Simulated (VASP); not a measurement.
These are PBEsol GGA, VASP's PBE PAW potentials (set 64) (plane waves; VASP 6.6.1) values and carry that method's errors.

A VASP calculation is set up with these files.

**POSCAR**
```
LiCl
1.0
  0.0000000000   2.5309644388   2.5309644388
  2.5309644388   0.0000000000   2.5309644388
  2.5309644388   2.5309644388   0.0000000000
Li Cl
1 1
Cart
  0.0000000000   0.0000000000   0.0000000000
  2.5309644388   2.5309644388   2.5309644388
```

**INCAR**
```
SYSTEM=LiCl
PREC=Normal; ENCUT=450; LREAL=.False.
LASPH=.True.
EDIFF=1E-5; NELM=100; NELMIN=4
ALGO=Fast
ISMEAR=0; SIGMA=0.05
GGA=PS
IBRION=2; NSW=20; ISIF=2
EDIFFG=-0.03
LWAVE=.False.; LCHARG=.False.
```

KPOINTS:
```
Automatic mesh
0
Gamma
10 10 10
0 0 0
```

POTCAR, in this order: Li_sv Cl (PBE.64 set). Program: vasp_std.

What VASP printed:

### OUTCAR
```
 ion  position               nearest neighbor table
   1  0.000  0.000  0.000-   2 2.53   2 2.53   2 2.53   2 2.53   2 2.53   2 2.53
   2  0.500  0.500  0.500-   1 2.53   1 2.53   1 2.53   1 2.53   1 2.53   1 2.53
  LATTYP: Found a face centered cubic cell.
 ALAT       =     5.0619288776
 Subroutine PRICEL returns:
 Original cell was already a primitive cell.
 Subroutine GETGRP returns: Found 48 space group operations
The static configuration has the point symmetry O_h .
The dynamic configuration has the point symmetry O_h .
 Subroutine INISYM returns: Found 48 space group operations
 Subroutine IBZKPT returns following result:
 Found     47 irreducible k-points:

 Following reciprocal coordinates:
            Coordinates               Weight
  0.000000  0.000000  0.000000      1.000000
  0.100000  0.000000  0.000000      8.000000
  0.200000  0.000000  0.000000      8.000000
  0.300000  0.000000  0.000000      8.000000
  0.400000  0.000000  0.000000      8.000000
  0.500000  0.000000  0.000000      4.000000
  0.100000  0.100000  0.000000      6.000000
  0.200000  0.100000  0.000000     24.000000
  0.300000  0.100000  0.000000     24.000000
  0.400000  0.100000  0.000000     24.000000
  0.500000  0.100000  0.000000     24.000000
 -0.400000  0.100000  0.000000     24.000000
 -0.300000  0.100000  0.000000     24.000000
 -0.200000  0.100000  0.000000     24.000000
 -0.100000  0.100000  0.000000     12.000000
  0.200000  0.200000  0.000000      6.000000
  0.300000  0.200000  0.000000     24.000000
  0.400000  0.200000  0.000000     24.000000
  0.500000  0.200000  0.000000     24.000000
 -0.400000  0.200000  0.000000     24.000000
 -0.300000  0.200000  0.000000     24.000000
 -0.200000  0.200000  0.000000     12.000000
  0.300000  0.300000  0.000000      6.000000
  0.400000  0.300000  0.000000     24.000000
...
```

**OSZICAR**
```
       N       E                     dE             d eps       ncg     rms          rms(c)
DAV:   1     0.381410276320E+02    0.38141E+02   -0.39323E+03   846   0.913E+02
DAV:   2    -0.612735839312E+01   -0.44268E+02   -0.42530E+02  1174   0.156E+02
DAV:   3    -0.766654270865E+01   -0.15392E+01   -0.15372E+01  1037   0.345E+01
DAV:   4    -0.769916843066E+01   -0.32626E-01   -0.32597E-01  1348   0.505E+00
DAV:   5    -0.769931083442E+01   -0.14240E-03   -0.14240E-03  1049   0.347E-01    0.234E+00
RMM:   6    -0.764584030343E+01    0.53471E-01   -0.71165E-02   846   0.170E+00    0.160E+00
RMM:   7    -0.764514596008E+01    0.69434E-03   -0.44322E-02   880   0.142E+00    0.744E-01
RMM:   8    -0.764657436708E+01   -0.14284E-02   -0.46850E-03   958   0.631E-01    0.132E-01
RMM:   9    -0.764662006977E+01   -0.45703E-04   -0.15436E-03   988   0.330E-01    0.427E-02
RMM:  10    -0.764668308655E+01   -0.63017E-04   -0.50249E-04  1021   0.167E-01    0.570E-02
RMM:  11    -0.764670391602E+01   -0.20829E-04   -0.14958E-04   871   0.945E-02    0.122E-02
RMM:  12    -0.764671659046E+01   -0.12674E-04   -0.74512E-05   770   0.605E-02    0.166E-02
RMM:  13    -0.764671597112E+01    0.61935E-06   -0.21549E-05   705   0.379E-02
   1 F= -.76467160E+01 E0= -.76467160E+01  d E =-.764672E+01
```

**OUTCAR**
```
------------------------ aborting loop because EDIFF is reached ----------------------------------------
  FORCE on cell =-STRESS in cart. coord.  units (eV):
  Direction    XX          YY          ZZ          XY          YZ          ZX
  --------------------------------------------------------------------------------------
  Total       -0.0745229     -0.0745229     -0.0745229      0.0000000      0.0000000      0.0000000
  in kB       -3.6822409     -3.6822409     -3.6822409      0.0000000      0.0000000      0.0000000
  external PRESSURE =      -3.6822409 kB  Pullay stress =       0.0000000 kB
  volume of cell :       32.43
      direct lattice vectors                 reciprocal lattice vectors
     0.000000000  2.530964439  2.530964439    -0.197553151  0.197553151  0.197553151
     2.530964439  0.000000000  2.530964439     0.197553151 -0.197553151  0.197553151
     2.530964439  2.530964439  0.000000000     0.197553151  0.197553151 -0.197553151
  FREE ENERGIE OF THE ION-ELECTRON SYSTEM (eV)
  ---------------------------------------------------
  free  energy   TOTEN  =        -7.6467159711 eV

  energy  without entropy=       -7.6467159711  energy(sigma->0) =       -7.64671597

 reached required accuracy - stopping structural energy minimisation
```
(Selected blocks of OUTCAR.)

At this cut-off the stress carries a Pulay error, which pulls relaxed volumes low.

The compound is LiCl in the rock salt structure. It was relaxed first.
